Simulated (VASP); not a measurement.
These are r2SCAN meta-GGA, VASP's PBE PAW potentials (set 64) (plane waves; VASP 6.6.1) values and carry that method's errors.

The input files of a VASP run:

**KPOINTS**
```
Regular mesh
0
Gamma
9 9 9
0 0 0
```

File POSCAR:
```
TiSi2
1
    0.0000000000     4.1210696782     4.2581195591
    2.3900148266     0.0000000000     4.2581195591
    2.3900148266     4.1210696782     0.0000000000
Ti Si
2 4
Direct
  0.5000000000   0.5000000000   0.5000000000
  0.7500000000   0.7500000000   0.7500000000
  0.8372178031   0.1627821969   0.8372178031
  0.1627821969   0.8372178031   0.1627821969
  0.4127821969   0.0872178031   0.4127821969
  0.0872178031   0.4127821969   0.0872178031
```

File KPOINTS_OPT:
```
k-points along high-symmetry lines
6
Line-mode
Reciprocal
  0.000000   0.000000   0.000000 ! GAMMA
  0.500000   0.000000   0.500000 ! Y

  0.500000   0.000000   0.500000 ! Y
  1.000000   0.500000   0.500000 ! T

  1.000000   0.500000   0.500000 ! T
  0.500000   0.500000   0.000000 ! Z

  0.500000   0.500000   0.000000 ! Z
  0.000000   0.000000   0.000000 ! GAMMA

  0.000000   0.000000   0.000000 ! GAMMA
  0.000000   0.412745   0.412745 ! SIGMA_0

  1.000000   0.587255   0.587255 ! U_0
  1.000000   0.500000   0.500000 ! T

  0.500000   0.000000   0.500000 ! Y
  0.500000   0.244355   0.744355 ! C_0

  0.500000   0.755645   0.255645 ! A_0
  0.500000   0.500000   0.000000 ! Z

  0.000000   0.000000   0.000000 ! GAMMA
  0.500000   0.500000   0.500000 ! L
```

**INCAR**
```
! general
SYSTEM  = TiSi2
PREC    = Accurate
ENCUT   = 400
LREAL   = .FALSE.
LASPH   = .TRUE.   ! aspherical one-centre terms

! electronic loop
EDIFF   = 1E-7   ! SCF stop (eV)
NELM    = 100   ! most electronic steps
ALGO    = Normal   ! blocked Davidson
LMAXMIX = 4
LMIXTAU = .TRUE.

! smearing
ISMEAR  = -5

! functional
METAGGA = R2SCAN

! ions
ISIF    = 2

! output
LWAVE   = .FALSE.
LCHARG  = .FALSE.
LORBIT  = 11
NEDOS   = 601

! other
LEFG    = .TRUE.
```

POTCAR, in this order: Ti_sv Si (PBE.64 set). Program: vasp_std.

Output of the run:

### OUTCAR
```
 ion  position               nearest neighbor table
   1  0.500  0.500  0.500-   6 2.55   5 2.55   6 2.55   5 2.55   4 2.74   4 2.74   3 2.74   3 2.74
                             4 2.78   3 2.78
   2  0.750  0.750  0.750-   3 2.55   4 2.55   3 2.55   4 2.55   6 2.74   5 2.74   6 2.74   5 2.74
                             6 2.78   5 2.78
   3  0.837  0.163  0.837-   5 2.52   5 2.52   2 2.55   2 2.55   4 2.68   1 2.74   1 2.74   1 2.78
                             4 2.79   4 2.79
   4  0.163  0.837  0.163-   6 2.52   6 2.52   2 2.55   2 2.55   3 2.68   1 2.74   1 2.74   1 2.78
                             3 2.79   3 2.79
   5  0.413  0.087  0.413-   3 2.52   3 2.52   1 2.55   1 2.55   6 2.68   2 2.74   2 2.74   2 2.78
                             6 2.79   6 2.79
   6  0.087  0.413  0.087-   4 2.52   4 2.52   1 2.55   1 2.55   5 2.68   2 2.74   2 2.74   2 2.78
                             5 2.79   5 2.79
  LATTYP: Found a face centered orthorhombic cell.
 ALAT       =     4.7800296532
 B/A-ratio  =     1.7242862397
 C/A-ratio  =     1.7816289304
 Subroutine PRICEL returns:
 Original cell was already a primitive cell.
 Subroutine GETGRP returns: Found  8 space group operations
The static configuration has the point symmetry D_2 .
 The point group associated with its full space group is D_2h.
The dynamic configuration has the point symmetry D_2 .
 Subroutine INISYM returns: Found  8 space group operations
 Subroutine IBZKPT returns following result:
 Found    125 irreducible k-points:

 Following reciprocal coordinates:
            Coordinates               Weight
  0.000000  0.000000  0.000000      1.000000
  0.111111 -0.000000 -0.000000      8.000000
  0.222222 -0.000000 -0.000000      8.000000
  0.333333 -0.000000 -0.000000      8.000000
  0.444444 -0.000000 -0.000000      8.000000
  0.111111  0.111111  0.000000      2.000000
  0.222222  0.111111 -0.000000      8.000000
  0.333333  0.111111  0.000000      8.000000
  0.444444  0.111111  0.000000      8.000000
 -0.444444  0.111111  0.000000      8.000000
 -0.333333  0.111111  0.000000      8.000000
...
```

### OSZICAR
```
       N       E                     dE             d eps       ncg     rms          rms(c)
DAV:   1     0.330963555087E+03    0.33096E+03   -0.17358E+04  6000   0.153E+03
DAV:   2    -0.258796508885E+02   -0.35684E+03   -0.35406E+03  6040   0.463E+02
DAV:   3    -0.717929309366E+02   -0.45913E+02   -0.45284E+02 11088   0.134E+02
DAV:   4    -0.749502373186E+02   -0.31573E+01   -0.31483E+01  8080   0.338E+01
DAV:   5    -0.751710154250E+02   -0.22078E+00   -0.22075E+00  9536   0.770E+00    0.210E+01
DAV:   6    -0.650123135391E+02    0.10159E+02   -0.41962E+01  8744   0.637E+01    0.702E+00
DAV:   7    -0.639451778920E+02    0.10671E+01   -0.73144E+00  7944   0.217E+01    0.540E+00
DAV:   8    -0.641089332446E+02   -0.16376E+00   -0.17970E+00  9696   0.736E+00    0.205E+00
DAV:   9    -0.640285179901E+02    0.80415E-01   -0.20514E-01  8824   0.409E+00    0.113E+00
DAV:  10    -0.638836106002E+02    0.14491E+00   -0.60941E-01  7792   0.612E+00    0.455E-01
DAV:  11    -0.640879728183E+02   -0.20436E+00   -0.12148E-01  7336   0.247E+00    0.268E-01
DAV:  12    -0.641002650044E+02   -0.12292E-01   -0.24591E-02  8144   0.128E+00    0.860E-02
DAV:  13    -0.640931103435E+02    0.71547E-02   -0.52833E-03  7440   0.698E-01    0.965E-02
DAV:  14    -0.641002111247E+02   -0.71008E-02   -0.71116E-03  7080   0.716E-01    0.248E-02
DAV:  15    -0.641006010951E+02   -0.38997E-03   -0.30950E-04  9008   0.148E-01    0.108E-02
DAV:  16    -0.641004758634E+02    0.12523E-03   -0.39680E-05  7752   0.467E-02    0.889E-03
DAV:  17    -0.641005984400E+02   -0.12258E-03   -0.22444E-05  7848   0.327E-02    0.238E-03
DAV:  18    -0.641005597486E+02    0.38691E-04   -0.18672E-06  7720   0.122E-02    0.989E-04
DAV:  19    -0.641005827083E+02   -0.22960E-04   -0.67758E-07  8192   0.749E-03    0.463E-04
DAV:  20    -0.641005675975E+02    0.15111E-04   -0.14154E-07  5864   0.333E-03    0.500E-04
DAV:  21    -0.641005703937E+02   -0.27963E-05   -0.13382E-08  5056   0.117E-03    0.287E-04
DAV:  22    -0.641005648356E+02    0.55581E-05   -0.13160E-08  4960   0.134E-03    0.755E-05
DAV:  23    -0.641005652815E+02   -0.44582E-06   -0.48053E-09  4776   0.666E-04    0.439E-05
DAV:  24    -0.641005649559E+02    0.32551E-06   -0.15516E-09  4720   0.362E-04    0.297E-05
DAV:  25    -0.641005646075E+02    0.34847E-06   -0.88131E-10  4608   0.256E-04    0.198E-05
DAV:  26    -0.641005649658E+02   -0.35832E-06   -0.42676E-10  4560   0.176E-04    0.557E-06
DAV:  27    -0.641005649079E+02    0.57865E-07   -0.16279E-10  4488   0.973E-05
   1 F= -.64100565E+02 E0= -.64100565E+02  d E =0.000000E+00
       N       E                     dE             ncg
```

OUTCAR:
```
------------------------ aborting loop because EDIFF is reached ----------------------------------------
  FORCE on cell =-STRESS in cart. coord.  units (eV):
  Direction    XX          YY          ZZ          XY          YZ          ZX
  --------------------------------------------------------------------------------------
  Total        0.1958104     -0.3163732      0.0529668      0.0000000      0.0000000      0.0000000
  in kB        3.7401405     -6.0429907      1.0117096      0.0000000      0.0000000      0.0000000
  external PRESSURE =      -0.4303802 kB  Pullay stress =       0.0000000 kB
  volume of cell :       83.88
      direct lattice vectors                 reciprocal lattice vectors
     0.000000000  4.121069678  4.258119559    -0.209203723  0.121327723  0.117422725
     2.390014827  0.000000000  4.258119559     0.209203723 -0.121327723  0.117422725
     2.390014827  4.121069678  0.000000000     0.209203723  0.121327723 -0.117422725
 POSITION                                       TOTAL-FORCE (eV/Angst)
 -----------------------------------------------------------------------------------
      2.39001      4.12107      4.25812        -0.000000      0.000000      0.000000
      3.58502      6.18160      6.38718         0.000000      0.000000      0.000000
      2.39001      6.90047      4.25812         0.000000      0.004828     -0.000000
      2.39001      1.34167      4.25812         0.000000     -0.004828     -0.000000
      1.19501      3.40221      2.12906         0.000000     -0.004828      0.000000
      1.19501      0.71886      2.12906         0.000000      0.004828      0.000000
 -----------------------------------------------------------------------------------
    total drift:                               -0.000000     -0.000000      0.000000
  FREE ENERGIE OF THE ION-ELECTRON SYSTEM (eV)
  ---------------------------------------------------
  free  energy   TOTEN  =       -64.1005649079 eV

  energy  without entropy=      -64.1005649079  energy(sigma->0) =      -64.10056491

 total charge

# of ion       s       p       d       tot
------------------------------------------
    1        2.170   6.175   2.024  10.369
    2        2.170   6.175   2.024  10.369
    3        0.761   0.881   0.000   1.642
    4        0.761   0.881   0.000   1.642
    5        0.761   0.881   0.000   1.642
    6        0.761   0.881   0.000   1.642
--------------------------------------------------
tot          7.385  15.872   4.049  27.305

 Electric field gradients after diagonalization (V/A^2)
 (convention: |V_zz| > |V_xx| > |V_yy|)
----------------------------------------------------------------------
 ion       V_xx      V_yy      V_zz     asymmetry (V_yy - V_xx)/ V_zz
----------------------------------------------------------------------
   1      -9.187    -5.452    14.639       0.255
   2      -9.187    -5.452    14.639       0.255
   3      19.565    15.246   -34.810       0.124
   4      19.564    15.246   -34.810       0.124
   5      19.565    15.246   -34.810       0.124
   6      19.564    15.246   -34.810       0.124
```
(Selected blocks of OUTCAR.)

For a metal the tetrahedron method with Blöchl corrections gives inexact stress and forces.

The structure comes from a computed database's TiSi2 entry (Fddd); how it stands against other phases isn't given here. It was relaxed first.
